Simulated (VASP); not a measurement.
Level of theory: AM05 GGA, VASP's PBE PAW potentials (set 64) (plane waves; VASP).

VASP input:

File POSCAR:
```
Cd
1.0
  1.4876436360  -2.5766746564   0.0000000000
  1.4876436360   2.5766746564   0.0000000000
  0.0000000000   0.0000000000   5.5051801718
Cd
2
Direct
  0.3333330000   0.6666670000   0.2500000000
  0.6666670000   0.3333330000   0.7500000000
```

**INCAR**
```
SYSTEM = Cd
PREC = Accurate
ENCUT = 520
EDIFF = 1E-6
NELM = 100
ALGO = Normal
LREAL = .FALSE.
LASPH = .TRUE.
ISMEAR = 1
SIGMA = 0.1
GGA = AM
LMAXMIX = 4
LWAVE = .FALSE.
LCHARG = .FALSE.
IBRION = 2
ISIF = 3
NSW = 60
EDIFFG = -0.01
```

KPOINTS:
```
Automatic mesh
0
G
 13 13 6
0 0 0
```

POTCAR, in this order: Cd (PBE.64 set). Program: vasp_std.

Output of the run:

File OSZICAR:
```
       N       E                     dE             d eps       ncg     rms          rms(c)
DAV:   1     0.165593247525E+03    0.16559E+03   -0.13441E+04  2688   0.152E+03
DAV:   2     0.132693921872E+01   -0.16427E+03   -0.16110E+03  2776   0.375E+02
DAV:   3    -0.201519667889E+01   -0.33421E+01   -0.33385E+01  3424   0.635E+01
DAV:   4    -0.201895978794E+01   -0.37631E-02   -0.37630E-02  3120   0.187E+00
DAV:   5    -0.201896959613E+01   -0.98082E-05   -0.98082E-05  3336   0.895E-02    0.468E+00
DAV:   6    -0.187796320219E+01    0.14101E+00   -0.40952E-01  2880   0.855E+00    0.370E+00
DAV:   7    -0.186988815616E+01    0.80750E-02   -0.37018E-02  3008   0.203E+00    0.190E+00
DAV:   8    -0.186934942615E+01    0.53873E-03   -0.37130E-03  2848   0.896E-01    0.101E-01
DAV:   9    -0.186937453190E+01   -0.25106E-04   -0.23022E-05  3480   0.596E-02    0.431E-02
DAV:  10    -0.186941013393E+01   -0.35602E-04   -0.29245E-05  2976   0.659E-02    0.406E-03
DAV:  11    -0.186941005273E+01    0.81202E-07   -0.73312E-08  1944   0.316E-03
   1 F= -.18694101E+01 E0= -.18694451E+01  d E =-.186941E+01
       N       E                     dE             d eps       ncg     rms          rms(c)
DAV:   1    -0.186983294373E+01   -0.42281E-03   -0.85475E-03  2776   0.122E+00    0.144E-01
DAV:   2    -0.186945082815E+01    0.38212E-03   -0.10488E-03  2832   0.456E-01    0.455E-02
DAV:   3    -0.186942342129E+01    0.27407E-04   -0.51327E-05  3168   0.849E-02    0.360E-02
DAV:   4    -0.186941789250E+01    0.55288E-05   -0.70011E-06  2808   0.234E-02    0.293E-03
DAV:   5    -0.186941793569E+01   -0.43196E-07   -0.33548E-07  1496   0.718E-03
   2 F= -.18694179E+01 E0= -.18694577E+01  d E =-.788296E-05
```

**OUTCAR**
```
------------------------ aborting loop because EDIFF is reached ----------------------------------------
  FORCE on cell =-STRESS in cart. coord.  units (eV):
  Direction    XX          YY          ZZ          XY          YZ          ZX
  --------------------------------------------------------------------------------------
  Total        0.0015066      0.0015066     -0.0035214      0.0000000     -0.0000000      0.0000000
  in kB        0.0572577      0.0572577     -0.1338328      0.0000000     -0.0000000      0.0000000
  external PRESSURE =      -0.0064391 kB  Pullay stress =       0.0000000 kB
  volume of cell :       42.16
      direct lattice vectors                 reciprocal lattice vectors
     1.486915307 -2.575413153 -0.000000000     0.336266630 -0.194143607  0.000000000
     1.486915307  2.575413153 -0.000000000     0.336266630  0.194143607 -0.000000000
     0.000000000  0.000000000  5.504287634     0.000000000  0.000000000  0.181676552
 POSITION                                       TOTAL-FORCE (eV/Angst)
 -----------------------------------------------------------------------------------
      1.48692      0.85847      1.37607         0.000000     -0.000000      0.000000
      1.48692     -0.85847      4.12822        -0.000000      0.000000      0.000000
 -----------------------------------------------------------------------------------
    total drift:                               -0.000013      0.000191      0.000002
  FREE ENERGIE OF THE ION-ELECTRON SYSTEM (eV)
  ---------------------------------------------------
  free  energy   TOTEN  =        -1.8694179357 eV

  energy  without entropy=       -1.8695373123  energy(sigma->0) =       -1.86945773

 reached required accuracy - stopping structural energy minimisation
```
(Selected blocks of OUTCAR.)

CONTCAR:
```
Cd
   1.00000000000000
     1.4869153069108170   -2.5754131529791926   -0.0000000000000000
     1.4869153069108170    2.5754131529791926   -0.0000000000000000
     0.0000000000000000    0.0000000000000000    5.5042876344171709
  Cd
     2
Direct
     0.3333330000000032    0.6666669999999968    0.2500000000000000
     0.6666669999999968    0.3333330000000032    0.7500000000000000
```

The compound is Cd in the hcp structure. This run relaxes it. Symmetry was kept, so distortions that lower it aren't found. The start is the result of an earlier pass.
